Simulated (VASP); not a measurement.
Given:

```
Tm
1.0
    1.76818    -3.06258     0.00000
    1.76818     3.06258     0.00000
    0.00000     0.00000     5.47446
Tm
2
Direct
  0.33333   0.66667   0.25000
  0.66667   0.33333   0.75000
```

The numbers are results of PBE GGA with D4 dispersion, VASP's PBE PAW potentials (set 64) (plane waves; VASP 6.6.1), not measurements. Numerical set-up: 520 eV cut-off, Gaussian smearing of 0.050 eV, potentials Tm_3.

The 4f electrons are frozen in the core of the lanthanide potential, so 4f levels, which can set the real gap, and their magnetism are missing.

### Question
Give the energies of bands 7 to 12 at the high-symmetry points, in eV from the Fermi level.

### Answer

| band | Γ | M | K | A | L | H |
|---|---|---|---|---|---|---|
| 7 | -5.71 | -2.19 | -0.89 | -4.02 | -2.05 | -0.61 |
| 8 | -2.31 | -1.40 | -0.89 | -4.02 | -2.05 | -0.61 |
| 9 | 1.05 | -0.89 | -0.80 | 1.18 | 0.13 | -0.45 |
| 10 | 2.04 | -0.21 | -0.54 | 1.18 | 0.13 | -0.45 |
| 11 | 2.04 | 1.68 | 1.29 | 1.93 | 1.50 | 0.48 |
| 12 | 2.55 | 1.68 | 1.29 | 1.93 | 1.50 | 0.48 |

It has no gap at this level: it comes out as a metal or semimetal.

The compound is Tm in the hcp structure. It was relaxed first.
